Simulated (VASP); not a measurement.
VASP ran on this input.

File KPOINTS:
```
K-points
0
gamma
  11 11 11
```

INCAR:
```
! general
SYSTEM   = LiF
PREC     = Accurate
ENCUT    = 520
LREAL    = .FALSE.
LASPH    = .TRUE.

! electronic loop
EDIFF    = 1E-7
NELM     = 100
ALGO     = Normal

! smearing
ISMEAR   = 0
SIGMA    = 0.05

! functional
GGA      = BO
LUSE_VDW = .TRUE.
AGGAC    = 0.0
PARAM1   = 0.1833333333
PARAM2   = 0.22

! ions
ISIF     = 2

! output
LWAVE    = .FALSE.
LCHARG   = .FALSE.
```

### POSCAR
```
LiF
1
    0.0000000000     2.0305064060     2.0305064060
    2.0305064060     0.0000000000     2.0305064060
    2.0305064060     2.0305064060     0.0000000000
Li F
1 1
Direct
  0.0000000000   0.0000000000   0.0000000000
  0.5000000000   0.5000000000   0.5000000000
```

POTCAR, in this order: Li_sv F (PBE.64 set). Program: vasp_std.

Q: Translate this optB88-vdW calculation to Quantum ESPRESSO's pw.x.

A: One equivalent input (not run):
```
&CONTROL
  calculation = 'scf'
  pseudo_dir = './pseudo'
  outdir = './out'
  tprnfor = .true.
  tstress = .true.
/
&SYSTEM
  ibrav = 0
  nat = 2
  ntyp = 2
  ecutwfc = 84
  occupations = 'smearing'
  smearing = 'gaussian'
  degauss = 0.003675
  input_dft = 'vdw-df-obk8'
/
&ELECTRONS
  conv_thr = 7.3e-09
  electron_maxstep = 100
/
ATOMIC_SPECIES
  Li 6.940 Li.upf
  F 18.998 F.upf
CELL_PARAMETERS angstrom
     0.0000000    2.0305064    2.0305064
     2.0305064    0.0000000    2.0305064
     2.0305064    2.0305064    0.0000000
ATOMIC_POSITIONS crystal
  Li   0.0000000  0.0000000  0.0000000
  F    0.5000000  0.5000000  0.5000000
K_POINTS automatic
  11 11 11 0 0 0
```
What does not carry over: the potentials are each code's own (VASP's PAW set, PseudoDojo norm-conserving files in pw.x), so ENCUT and ecutwfc are chosen apart and not converted; conv_thr bounds pw.x's estimated SCF error, while EDIFF bounds the energy change between steps.

The compound is LiF in the rock salt structure. This cell is one point of a volume scan, at 1.03 of the reference volume.
